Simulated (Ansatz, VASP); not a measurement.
# Al9Sn (Al(110)-(2x1)-Sn surface alloy): VASP beside Ansatz

One calculation is typed for both programs; each brings its own data sets and cutoff. How far apart do they land? The structure shown is the end of the VASP relaxation below.

Main program and level: Ansatz 0.2.0; plane waves, with VASP 6.6.1 beside it; single point at LDA.

**1. The structure**

The cell holds 10 atoms: 9 Al and 1 Sn. Cell: a = 4.050 Å, b = 5.728 Å, c = 23.316 Å, α = 90.0°, β = 90.0°, γ = 90.0°. Vacuum lies along c.

Structure file:

```cif
data_structure
_symmetry_space_group_name_H-M 'P 1'
_symmetry_Int_Tables_number 1
_cell_length_a 4.0500
_cell_length_b 5.7276
_cell_length_c 23.3156
_cell_angle_alpha 90.000
_cell_angle_beta 90.000
_cell_angle_gamma 90.000
_cell_volume 540.84
loop_
_atom_site_label
_atom_site_type_symbol
_atom_site_fract_x
_atom_site_fract_y
_atom_site_fract_z
_atom_site_occupancy
Al1 Al 0.00000 0.00000 0.37030 1
Al2 Al 0.00000 0.50000 0.37489 1
Al3 Al 0.50000 0.24745 0.42822 1
Al4 Al 0.50000 0.75255 0.42822 1
Al5 Al 0.00000 0.00000 0.48643 1
Al6 Al 0.00000 0.50000 0.49237 1
Al7 Al 0.50000 0.24630 0.54783 1
Al8 Al 0.50000 0.75370 0.54783 1
Al9 Al 0.00000 0.00000 0.60275 1
Sn10 Sn 0.00000 0.50000 0.62030 1
```

**2. VASP: relaxation, LDA**

This run makes the geometry at which the two programs are then compared.

Lines of VASP's logs that name or quote its potential files are left out, and so is its time.

Contents of INCAR:

```
SYSTEM = Al9Sn
PREC = Normal
ENCUT = 300
EDIFF = 1E-05
NELM = 120
ISMEAR = -1
SIGMA = 0.1
LREAL = .FALSE.
ALGO = Fast
GGA = CA
NBANDS = 25
LORBIT = 11
LWAVE = .FALSE.
LCHARG = .FALSE.
KPAR = 4
IBRION = 2
NSW = 40
ISIF = 2
EDIFFG = -0.03
POTIM = 0.4
MAXMIX = 40
IDIPOL = 3
LDIPOL = .TRUE.
DIPOL = 0.5 0.5 0.49
```

Contents of POSCAR:

```
Al9Sn
1.0
    4.0500000000      0.0000000000      0.0000000000
    0.0000000000      5.7275649276      0.0000000000
    0.0000000000      0.0000000000     23.3155649276
Al Sn
9 1
Direct
    0.0000000000      0.0000000000      0.3645633304
    0.0000000000      0.5000000000      0.3645633304
    0.5000000000      0.2500000000      0.4259768641
    0.5000000000      0.7500000000      0.4259768641
    0.0000000000      0.0000000000      0.4873903977
    0.0000000000      0.5000000000      0.4873903977
    0.5000000000      0.2500000000      0.5488039314
    0.5000000000      0.7500000000      0.5488039314
    0.0000000000      0.0000000000      0.6102174651
    0.0000000000      0.5000000000      0.6354366696
```

Contents of KPOINTS:

```
Automatic mesh
0
Gamma
7 5 1
0 0 0
```

The projector-augmented-wave data sets are Al and Sn (LDA family, release 64).

Started as:

```console
mpirun -np 4 vasp_std
```

Numbers of over 12 decimals in the logs are rounded to 6 here.

Log:

```text
[banner, memory and clock lines left out]
running    4 mpi-ranks, on    1 nodes
 distrk:  each k-point on    1 cores,    4 groups
 distr:  one band on    1 cores,    1 groups

 POSCAR found type information on POSCAR AlSn
 POSCAR found :  2 types and      10 ions
 LDA part: xc-table for (Slater(with rela. corr.)+CA(PZ))
 , standard interpolation
 POSCAR, INCAR and KPOINTS ok, starting setup
 FFT: planning ... GRIDC
 FFT: planning ... GRID_SOFT
 FFT: planning ... GRID
 WAVECAR not read
 entering main loop
       N       E                     dE             d eps       ncg     rms          rms(c)
DAV:   1     0.804948569415E+02    0.80495E+02   -0.67277E+03   600   0.551E+02
DAV:   2    -0.350039748087E+02   -0.11550E+03   -0.10825E+03   846   0.124E+02
DAV:   3    -0.407205179299E+02   -0.57165E+01   -0.55546E+01   718   0.291E+01
DAV:   4    -0.409532057319E+02   -0.23269E+00   -0.23203E+00  1064   0.690E+00
DAV:   5    -0.409572565577E+02   -0.40508E-02   -0.40498E-02   944   0.800E-01    0.496E+00
RMM:   6    -0.395450869984E+02    0.14122E+01   -0.52043E+00   604   0.345E+00    0.296E+00
RMM:   7    -0.398020023072E+02   -0.25692E+00   -0.90786E-01   632   0.224E+00    0.254E+00
RMM:   8    -0.389876307146E+02    0.81437E+00   -0.20769E-01   635   0.126E+00    0.113E+00
RMM:   9    -0.389263867411E+02    0.61244E-01   -0.11424E-01   625   0.103E+00    0.297E-01
RMM:  10    -0.389226188088E+02    0.37679E-02   -0.35967E-02   679   0.555E-01    0.187E-01
RMM:  11    -0.389224905285E+02    0.12828E-03   -0.52845E-03   645   0.295E-01    0.866E-02
RMM:  12    -0.389238398011E+02   -0.13493E-02   -0.25698E-03   626   0.186E-01    0.348E-02
RMM:  13    -0.389248623471E+02   -0.10225E-02   -0.91689E-04   691   0.111E-01    0.251E-02
RMM:  14    -0.389258685233E+02   -0.10062E-02   -0.41831E-04   581   0.592E-02    0.182E-02
RMM:  15    -0.389262808803E+02   -0.41236E-03   -0.11089E-04   549   0.363E-02    0.677E-03
RMM:  16    -0.389265689304E+02   -0.28805E-03   -0.45398E-05   476   0.225E-02    0.573E-03
RMM:  17    -0.389267211765E+02   -0.15225E-03   -0.28307E-05   444   0.161E-02    0.374E-03
RMM:  18    -0.389267509955E+02   -0.29819E-04   -0.10355E-05   422   0.104E-02    0.317E-03
RMM:  19    -0.389267604867E+02   -0.94911E-05   -0.37192E-06   372   0.743E-03
   1 F= -.38926760E+02 E0= -.38833941E+02  d E =-.389268E+02
[... from here on, the cycles between the ionic steps are left out ...]
   2 F= -.38960057E+02 E0= -.38866776E+02  d E =-.332965E-01
   3 F= -.39040550E+02 E0= -.38947522E+02  d E =-.113789E+00
   4 F= -.39095225E+02 E0= -.39004164E+02  d E =-.168464E+00
   5 F= -.39097231E+02 E0= -.39005726E+02  d E =-.170471E+00
   6 F= -.39121186E+02 E0= -.39030525E+02  d E =-.239554E-01
   7 F= -.39159166E+02 E0= -.39073908E+02  d E =-.619350E-01
   8 F= -.39159621E+02 E0= -.39075380E+02  d E =-.623901E-01
   9 F= -.39165299E+02 E0= -.39085333E+02  d E =-.567757E-02
  10 F= -.39167298E+02 E0= -.39085900E+02  d E =-.767724E-02
  11 F= -.39169021E+02 E0= -.39087838E+02  d E =-.172271E-02
  12 F= -.39169436E+02 E0= -.39088416E+02  d E =-.213785E-02
 curvature:  -3.67 expect dE=-0.725E-03 dE for cont linesearch -0.104E-06
 trial: gam= 0.33271 g(F)=  0.198E-03 g(S)=  0.000E+00 ort = 0.413E-05 (trialstep = 0.470E+01)
 search vector abs. value=  0.267E-03
 bond charge predicted
       N       E                     dE             d eps       ncg     rms          rms(c)
DAV:   1    -0.391698228290E+02   -0.38997E-03   -0.26153E-02   628   0.734E-01    0.518E-02
RMM:   2    -0.391696481069E+02    0.17472E-03   -0.15342E-03   623   0.181E-01    0.571E-02
RMM:   3    -0.391698402068E+02   -0.19210E-03   -0.30625E-04   647   0.844E-02    0.720E-02
RMM:   4    -0.391698712227E+02   -0.31016E-04   -0.74713E-05   588   0.434E-02    0.326E-02
RMM:   5    -0.391698758728E+02   -0.46501E-05   -0.17642E-05   430   0.225E-02
  13 F= -.39169876E+02 E0= -.39089110E+02  d E =-.439602E-03
 trial-energy change:   -0.000440  1 .order   -0.000430   -0.000935    0.000075
 step:   4.3533(harm=  4.3533)  dis= 0.00982  next Energy=   -39.169869 (dE=-0.433E-03)
 reached required accuracy - stopping structural energy minimisation
```

From OUTCAR (step 2):

```text
ion  position               nearest neighbor table
   1  0.000  0.000  0.365-   5 2.86   2 2.86   2 2.86   3 2.86   4 2.86   3 2.86   4 2.86
   2  0.000  0.500  0.365-   6 2.86   1 2.86   1 2.86   3 2.86   4 2.86   3 2.86   4 2.86
   3  0.500  0.250  0.426-   7 2.86   6 2.86   5 2.86   5 2.86   6 2.86   4 2.86   4 2.86   1 2.86
                             2 2.86   2 2.86   1 2.86
   4  0.500  0.750  0.426-   8 2.86   6 2.86   5 2.86   5 2.86   6 2.86   3 2.86   3 2.86   1 2.86
                             2 2.86   2 2.86   1 2.86
   5  0.000  0.000  0.487-   1 2.86   3 2.86   4 2.86   3 2.86   4 2.86   6 2.86   6 2.86   8 2.86
                             7 2.86   7 2.86   8 2.86   9 2.86
   6  0.000  0.500  0.487-   2 2.86   3 2.86   4 2.86   3 2.86   4 2.86   5 2.86   5 2.86   8 2.86
                             7 2.86   7 2.86   8 2.86  10 3.45
   7  0.500  0.250  0.549-   3 2.86   8 2.86   8 2.86   9 2.86   9 2.86   5 2.86   5 2.86   6 2.86
                             6 2.86  10 3.20  10 3.20
   8  0.500  0.750  0.549-   4 2.86   7 2.86   7 2.86   9 2.86   9 2.86   5 2.86   5 2.86   6 2.86
                             6 2.86  10 3.20  10 3.20
   9  0.000  0.000  0.610-   7 2.86   8 2.86   7 2.86   8 2.86   5 2.86  10 2.92  10 2.92
  10  0.000  0.500  0.635-   9 2.92   9 2.92   7 3.20   8 3.20   7 3.20   8 3.20   6 3.45

  LATTYP: Found a simple orthorhombic cell.
 ALAT       =     4.0500000000
 B/A-ratio  =     1.4142135624
 C/A-ratio  =     5.7569296118

 Subroutine GETGRP returns: Found  4 space group operations
 (whereof  4 operations were pure point group operations)

The static configuration has the point symmetry C_2v.

 Found     12 irreducible k-points:

   k-points           NKPTS =     12   k-points in BZ     NKDIM =     12   number of bands    NBANDS=     25

   dimension x,y,z NGX =    18 NGY =   24 NGZ =  100
   dimension x,y,z NGXF=    36 NGYF=   48 NGZF=  200

   ENCUT  =  300.0 eV  22.05 Ry    4.70 a.u.   5.72  8.09 32.93*2*pi/ulx,y,z

   NELECT =      31.0000    total number of electrons

 k-points in reciprocal lattice and weights: Automatic mesh
   0.00000000  0.00000000  0.00000000       0.029
   0.14285714  0.00000000  0.00000000       0.057
   0.28571429  0.00000000  0.00000000       0.057
   0.42857143  0.00000000  0.00000000       0.057
   0.00000000  0.20000000  0.00000000       0.057
   0.14285714  0.20000000  0.00000000       0.114
   0.28571429  0.20000000  0.00000000       0.114
   0.42857143  0.20000000  0.00000000       0.114
   0.00000000  0.40000000  0.00000000       0.057
   0.14285714  0.40000000  0.00000000       0.114
   0.28571429  0.40000000  0.00000000       0.114
   0.42857143  0.40000000  0.00000000       0.114

 dipolmoment           0.000000      0.000000      0.000918 electrons x Angstroem

 average (electrostatic) potential at core
       1 -79.1292       2 -79.1738       3 -79.1540       4 -79.1540       5 -79.0088
       6 -79.1918       7 -79.1784       8 -79.1784       9 -79.1878      10 -49.8331

 E-fermi :  -0.3702

 k-point     1 :       0.0000    0.0000    0.0000
  band No.  band energies     occupation
    ...
     10      -2.8398      2.00000
     11      -2.3220      2.00000
     12      -1.6187      1.99999
     13      -1.4370      1.99995
     14      -1.3897      1.99993
     15      -0.0399      0.07094
     16       0.2663      0.00344
     17       0.8210      0.00001
     18       0.9780      0.00000
     19       1.1519      0.00000
    ...

 k-point     2 :       0.1429    0.0000    0.0000
  band No.  band energies     occupation
    ...
     11      -2.6973      2.00000
     12      -2.1791      2.00000
     13      -1.3800      1.99992
     14      -0.5682      1.75750
     15      -0.3493      0.89608
     16      -0.1930      0.29060
     17       0.1213      0.01457
     18       0.3937      0.00096
     19       0.8365      0.00001
     20       0.9315      0.00000
    ...

 k-point     3 :       0.2857    0.0000    0.0000
  band No.  band energies     occupation
    ...
     13      -2.3604      2.00000
     14      -1.8877      2.00000
     15      -1.5053      1.99998
     16      -1.0038      1.99646
     17      -0.4783      1.49325
     18      -0.2477      0.45423
     19       0.6185      0.00010
     20       0.8053      0.00002
     21       1.4559      0.00000
     22       1.9129      0.00000
    ...

  Total       -3.3848726     -3.3013828     -0.1622721      0.0000000      0.0000000      0.0000000
  in kB      -10.0272518     -9.7799239     -0.4807102      0.0000000      0.0000000      0.0000000
  external PRESSURE =      -6.7626286 kB  Pullay stress =       0.0000000 kB

  energy-cutoff  :      300.00
  volume of cell :      540.84
      direct lattice vectors                 reciprocal lattice vectors
     4.050000000  0.000000000  0.000000000     0.246913580  0.000000000  0.000000000
     0.000000000  5.727564928  0.000000000     0.000000000  0.174594267  0.000000000
     0.000000000  0.000000000 23.315564928     0.000000000  0.000000000  0.042889804

 POSITION                                       TOTAL-FORCE (eV/Angst)
 -----------------------------------------------------------------------------------
      0.00000      0.00000      8.63376         0.000000      0.000000      0.012856
      0.00000      2.86378      8.74070         0.000000      0.000000     -0.004349
      2.02500      1.41726      9.98410         0.000000      0.011018     -0.004323
      2.02500      4.31030      9.98410        -0.000000     -0.011018     -0.004323
      0.00000      0.00000     11.34136         0.000000      0.000000      0.020914
      0.00000      2.86378     11.47989         0.000000      0.000000     -0.013909
      2.02500      1.41070     12.77290         0.000000     -0.009068      0.000268
      2.02500      4.31686     12.77290         0.000000      0.009068      0.000268
      0.00000      0.00000     14.05340         0.000000      0.000000     -0.005784
      0.00000      2.86378     14.46270         0.000000      0.000000     -0.001617
 -----------------------------------------------------------------------------------
    total drift:                               -0.000000      0.000000      0.000749

  FREE ENERGIE OF THE ION-ELECTRON SYSTEM (eV)
  ---------------------------------------------------
  free  energy   TOTEN  =       -39.1698758728 eV

  energy  without entropy=      -39.0083448703  energy(sigma->0) =      -39.08911037

 reached required accuracy - stopping structural energy minimisation

 vacuum level on the upper side and lower side of the slab         3.823         3.806

 total charge
# of ion       s       p       d       tot
------------------------------------------
    1        0.487   0.306   0.000   0.793
    2        0.487   0.309   0.000   0.796
    3        0.443   0.349   0.000   0.792
    4        0.443   0.349   0.000   0.792
    5        0.444   0.371   0.000   0.815
    6        0.443   0.354   0.000   0.797
    7        0.445   0.352   0.000   0.797
    8        0.445   0.352   0.000   0.797
    9        0.496   0.309   0.000   0.805
   10        1.513   1.476   0.112   3.101
--------------------------------------------------
tot          5.647   4.525   0.112  10.284

[... 3 further parts left out ...]
```

CONTCAR:

```
Al9Sn
   1.00000000000000
     4.0499999999999998    0.0000000000000000    0.0000000000000000
     0.0000000000000000    5.7275649275999996    0.0000000000000000
     0.0000000000000000    0.0000000000000000   23.3155649276000005
  Al              Sn
     9     1
Direct
     0.0000000000000000    0.0000000000000000    0.3703003165831514
     0.0000000000000000    0.5000000000000000    0.3748871072703172
     0.5000000000000000    0.2474456445912000    0.4282161536418725
     0.5000000000000000    0.7525543554087999    0.4282161536418725
     0.0000000000000000    0.0000000000000000    0.4864285563020184
     0.0000000000000000    0.5000000000000000    0.4923703577709113
     0.5000000000000000    0.2463005885806396    0.5478273256593647
     0.5000000000000000    0.7536994114193606    0.5478273256593647
     0.0000000000000000    0.0000000000000000    0.6027476611991619
     0.0000000000000000    0.5000000000000000    0.6203022241719678
```

The data set Sn keeps the semicore shell frozen, which is cheaper and a little less accurate. The run keeps the 4 symmetry operations of its start, so it cannot find a distortion of lower symmetry.

(Part 1 of 2 ends here.)

[Lines on the potential files, build, host, timing and source positions are cut from VASP's logs without a mark.]

[Logs are printed without paths, hosts, clocks, repeated set-up lines and the standing remarks that a program may print on its own settings, such as how far it seeks lower states.]

[Hosts, paths, dates, database ids (printed as entryN), source tags and the programs' standing remarks are cut or masked in the printed files.]
